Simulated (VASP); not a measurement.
These are PBEsol GGA, VASP's PBE PAW potentials (set 64) (plane waves; VASP) values and carry that method's errors.

VASP input:

File POSCAR:
```
Hg3ZnSe4
1
   -0.0000000000     3.0113174390     3.0113174390
    3.0113174390     0.0000000000     3.0113174390
   12.0615008124    12.0615008124    -0.0162310563
Zn Se Hg
1 4 3
Direct
  0.9972662384   0.9972662384   0.0020503212
  0.2687316321   0.2687316321   0.0484512759
  0.2536254685   0.2536254685   0.3097808986
  0.2419852979   0.2419852979   0.5685110266
  0.2308791402   0.2308791402   0.8268406449
  0.0157476822   0.0157476822   0.2381892384
  0.0014406711   0.0014406711   0.4989194967
  0.9903238696   0.9903238696   0.7572570978
```

### KPOINTS
```
Automatic mesh
0
Gamma
8 8 2
0 0 0
```

### INCAR
```
! general
SYSTEM   =  Hg3ZnSe4
PREC     =  Accurate
ENCUT    =  400
LREAL    =  .False.
LASPH    =  .True.

! electronic loop
EDIFF    =  1E-6
NELM     =  100
ALGO     =  Normal
LMAXMIX  =  6

! smearing
ISMEAR   =  1
SIGMA    =  0.1

! functional
GGA      =  PS

! ions
IBRION   =  2
NSW      =  60
ISIF     =  3
EDIFFG   =  -0.02

! output
LWAVE    =  .False.
LCHARG   =  .False.
```

POTCAR, in this order: Zn Se Hg (PBE.64 set). Program: vasp_std.

Unless said otherwise, spin-orbit coupling is left out, though it shifts the bands of the heavy elements here.

Problem. Estimate the energy per atom (σ→0), volume per atom, band gap (on the k-mesh).

Solution. 
```yaml
energy per atom (σ→0): -2.626 eV/atom
band gap (on the k-mesh): none (metal, semimetal or under 0.01 eV)
volume_per_atom: 27.27 Å³/atom
```

File OSZICAR:
```
...
DAV:   6    -0.210100911762E+02    0.12513E-06   -0.83464E-07   980   0.625E-03
   6 F= -.21010091E+02 E0= -.21010190E+02  d E =-.215476E-03
       N       E                     dE             d eps       ncg     rms          rms(c)
DAV:   1    -0.210101688114E+02   -0.77510E-04   -0.58842E-02  1720   0.110E+00    0.442E-02
DAV:   2    -0.210102032285E+02   -0.34417E-04   -0.44155E-04  1992   0.106E-01    0.189E-02
DAV:   3    -0.210102022106E+02    0.10179E-05   -0.10330E-05  1999   0.317E-02    0.113E-02
DAV:   4    -0.210102017167E+02    0.49393E-06   -0.18408E-06  1252   0.979E-03
   7 F= -.21010202E+02 E0= -.21010302E+02  d E =-.110541E-03
```

The structure was generated: Hg3ZnSe4 was put into an ordered model structure (R3m), which need not be its known phase. This run relaxes it. Symmetry was kept, so distortions that lower it aren't found. The start is the result of an earlier pass.
